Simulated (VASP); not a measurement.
Input:

```xyz
3
Lattice="1.4757 -2.5560 0.0000 1.4757 2.5560 0.0000 0.0000 0.0000 3.2770" Properties=species:S:1:pos:R:3 pbc="T T T"
Mg     0.0000     0.0000     0.0000
B      1.4757     0.8520     1.6385
B      1.4757    -0.8520     1.6385
```

Method: LDA (Ceperley-Alder, Perdew-Zunger), VASP's LDA PAW potentials (set 64) (plane waves; VASP 6.6.1). Run with 620 eV cut-off, 12×12×9 Γ-centred mesh, first-order Methfessel-Paxton smearing of 0.10 eV, potentials Mg B.

Problem. Estimate the energy per atom (σ→0), pressure, band gap (on the k-mesh) with the smallest direct gap where there is one.

Solution. 
```yaml
band gap (on the k-mesh): none (metal, semimetal or under 0.01 eV)
energy per atom (σ→0): -5.713 eV/atom
pressure: 19.97 GPa
```

Only differences to runs with the same potentials and settings are physical.

The compound is MgB2 in the AlB2 type structure. It was relaxed first under an external pressure of 20 GPa.
